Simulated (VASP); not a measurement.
OSZICAR of a VASP run on Ca2As (space group I4/mmm):

OSZICAR:
```
       N       E                     dE             d eps       ncg     rms          rms(c)
DAV:   1     0.354613072832E+03    0.35461E+03   -0.19087E+04  1128   0.105E+03
DAV:   2     0.392002670313E+01   -0.35069E+03   -0.34290E+03  1164   0.352E+02
DAV:   3    -0.244545414815E+02   -0.28375E+02   -0.27947E+02  1728   0.722E+01
DAV:   4    -0.264103384628E+02   -0.19558E+01   -0.19502E+01  1578   0.173E+01
DAV:   5    -0.265062836944E+02   -0.95945E-01   -0.95930E-01  1624   0.370E+00    0.736E+00
DAV:   6    -0.257790132849E+02    0.72727E+00   -0.18506E+00  1306   0.446E+00    0.416E+00
DAV:   7    -0.256786865355E+02    0.10033E+00   -0.67273E-01  1440   0.325E+00    0.114E+00
DAV:   8    -0.256713700513E+02    0.73165E-02   -0.16153E-01  1266   0.187E+00    0.275E-01
DAV:   9    -0.256689118232E+02    0.24582E-02   -0.24962E-02  1494   0.801E-01    0.130E-01
DAV:  10    -0.256692208596E+02   -0.30904E-03   -0.29361E-03  1478   0.194E-01    0.765E-02
DAV:  11    -0.256692766470E+02   -0.55787E-04   -0.22488E-04  1714   0.733E-02    0.232E-02
DAV:  12    -0.256692650827E+02    0.11564E-04   -0.61450E-05  1420   0.519E-02    0.111E-02
DAV:  13    -0.256692647315E+02    0.35116E-06   -0.78712E-06  1432   0.132E-02
   1 F= -.25669265E+02 E0= -.25658714E+02  d E =-.256693E+02
       N       E                     dE             d eps       ncg     rms          rms(c)
DAV:   1    -0.277759658128E+02   -0.21067E+01   -0.60467E+01  1168   0.617E+01    0.800E+00
DAV:   2    -0.263350880498E+02    0.14409E+01   -0.58080E+00  1342   0.174E+01    0.483E+00
DAV:   3    -0.257806714711E+02    0.55442E+00   -0.32459E+00  1686   0.122E+01    0.128E+00
DAV:   4    -0.257898088729E+02   -0.91374E-02   -0.42795E-01  1388   0.380E+00    0.578E-01
DAV:   5    -0.258103700373E+02   -0.20561E-01   -0.24975E-02  1724   0.578E-01    0.280E-01
DAV:   6    -0.258134563101E+02   -0.30863E-02   -0.35557E-03  1572   0.238E-01    0.147E-01
DAV:   7    -0.258150687962E+02   -0.16125E-02   -0.42044E-03  1610   0.216E-01    0.225E-02
DAV:   8    -0.258150736063E+02   -0.48101E-05   -0.33945E-04  1500   0.675E-02    0.182E-02
DAV:   9    -0.258150703352E+02    0.32711E-05   -0.20415E-05  1486   0.210E-02    0.209E-03
DAV:  10    -0.258150704323E+02   -0.97027E-07   -0.16374E-06   994   0.518E-03
   2 F= -.25815070E+02 E0= -.25805111E+02  d E =-.145806E+00
       N       E                     dE             d eps       ncg     rms          rms(c)
DAV:   1    -0.258150801592E+02   -0.98239E-05   -0.34757E-04  1266   0.154E-01    0.165E-02
DAV:   2    -0.258150741516E+02    0.60075E-05   -0.35163E-05  1530   0.396E-02    0.114E-02
DAV:   3    -0.258150710507E+02    0.31009E-05   -0.19172E-05  1786   0.289E-02    0.331E-03
DAV:   4    -0.258150710993E+02   -0.48573E-07   -0.19262E-06   942   0.791E-03
   3 F= -.25815071E+02 E0= -.25805106E+02  d E =-.145806E+00
       N       E                     dE             d eps       ncg     rms          rms(c)
DAV:   1    -0.258505696862E+02   -0.35499E-01   -0.15917E+00  1086   0.869E+00    0.894E-01
DAV:   2    -0.258322181491E+02    0.18352E-01   -0.39509E-02  1312   0.137E+00    0.526E-01
DAV:   3    -0.258234448178E+02    0.87733E-02   -0.19876E-02  1282   0.100E+00    0.660E-02
DAV:   4    -0.258235444236E+02   -0.99606E-04   -0.24275E-03  1566   0.255E-01    0.656E-02
DAV:   5    -0.258235382060E+02    0.62176E-05   -0.16132E-04  1442   0.919E-02    0.234E-02
DAV:   6    -0.258235370791E+02    0.11269E-05   -0.47880E-05  1312   0.522E-02    0.812E-03
DAV:   7    -0.258235358679E+02    0.12112E-05   -0.92841E-06  1310   0.244E-02    0.252E-03
DAV:   8    -0.258235357995E+02    0.68457E-07   -0.83953E-07   792   0.509E-03
   4 F= -.25823536E+02 E0= -.25814204E+02  d E =-.846470E-02
       N       E                     dE             d eps       ncg     rms          rms(c)
DAV:   1    -0.258348668930E+02   -0.11331E-01   -0.58457E-01  1092   0.527E+00    0.542E-01
DAV:   2    -0.258281223770E+02    0.67445E-02   -0.14659E-02  1324   0.847E-01    0.320E-01
DAV:   3    -0.258248830080E+02    0.32394E-02   -0.74549E-03  1282   0.621E-01    0.404E-02
DAV:   4    -0.258249233749E+02   -0.40367E-04   -0.93431E-04  1554   0.161E-01    0.409E-02
DAV:   5    -0.258249213578E+02    0.20172E-05   -0.60365E-05  1442   0.564E-02    0.148E-02
DAV:   6    -0.258249209317E+02    0.42602E-06   -0.19401E-05  1312   0.337E-02    0.535E-03
DAV:   7    -0.258249204290E+02    0.50273E-06   -0.36399E-06  1082   0.155E-02
   5 F= -.25824920E+02 E0= -.25816021E+02  d E =-.984933E-02
       N       E                     dE             d eps       ncg     rms          rms(c)
DAV:   1    -0.258249464904E+02   -0.25559E-04   -0.16411E-03  1116   0.280E-01    0.290E-02
DAV:   2    -0.258249273470E+02    0.19143E-04   -0.42874E-05  1344   0.460E-02    0.172E-02
DAV:   3    -0.258249180596E+02    0.92875E-05   -0.21177E-05  1282   0.334E-02    0.212E-03
DAV:   4    -0.258249181486E+02   -0.89054E-07   -0.23582E-06  1030   0.853E-03
   6 F= -.25824918E+02 E0= -.25815995E+02  d E =-.984705E-02
       N       E                     dE             d eps       ncg     rms          rms(c)
DAV:   1    -0.258250995719E+02   -0.18151E-03   -0.86911E-03  1092   0.678E-01    0.636E-02
DAV:   2    -0.258250296657E+02    0.69906E-04   -0.59370E-04  1518   0.162E-01    0.408E-02
DAV:   3    -0.258249899290E+02    0.39737E-04   -0.20854E-04  1726   0.939E-02    0.862E-03
DAV:   4    -0.258249908045E+02   -0.87551E-06   -0.19445E-05  1376   0.256E-02    0.442E-03
DAV:   5    -0.258249916605E+02   -0.85601E-06   -0.88661E-07   816   0.429E-03
   7 F= -.25824992E+02 E0= -.25816059E+02  d E =-.735119E-04
       N       E                     dE             d eps       ncg     rms          rms(c)
DAV:   1    -0.258250778846E+02   -0.87080E-04   -0.57018E-03  1092   0.549E-01    0.515E-02
DAV:   2    -0.258250299228E+02    0.47962E-04   -0.37329E-04  1464   0.131E-01    0.319E-02
DAV:   3    -0.258250051647E+02    0.24758E-04   -0.13643E-04  1710   0.769E-02    0.685E-03
DAV:   4    -0.258250057581E+02   -0.59342E-06   -0.12773E-05  1388   0.205E-02    0.377E-03
DAV:   5    -0.258250063230E+02   -0.56494E-06   -0.54309E-07   744   0.353E-03
   8 F= -.25825006E+02 E0= -.25816065E+02  d E =-.881744E-04
```

Problem. Which electronic solver shows in the log?

Solution. It is blocked Davidson (ALGO = Normal, or the opening steps of other solvers). The INCAR had ALGO = Normal.

Problem. Can the final energy be trusted as converged?

Solution. Self-consistency was reached. It stopped with EDIFF = 1E-6, NELM = 100, NSW = 50 and EDIFFG = -0.01 after 8 ionic steps (LDA (Ceperley-Alder, Perdew-Zunger), plane waves, VASP's LDA PAW potentials (set 64)). At this cut-off the stress carries a Pulay error, which pulls relaxed volumes low. Energy and stress use the plane-wave basis of the starting cell.

The structure comes from a computed database's Ca2As entry (I4/mmm); how it stands against other phases isn't given here. This run relaxes it. Symmetry was kept, so distortions that lower it aren't found. The k-mesh is coarse (spacing up to 0.40 per Å, 2π included), so the numbers may not be converged in it. The run is one of a series of settings (EDIFFG = -0.01, IBRION = 2, ISIF = 3, NSW = 50 against the base run), some of them coarse on purpose.
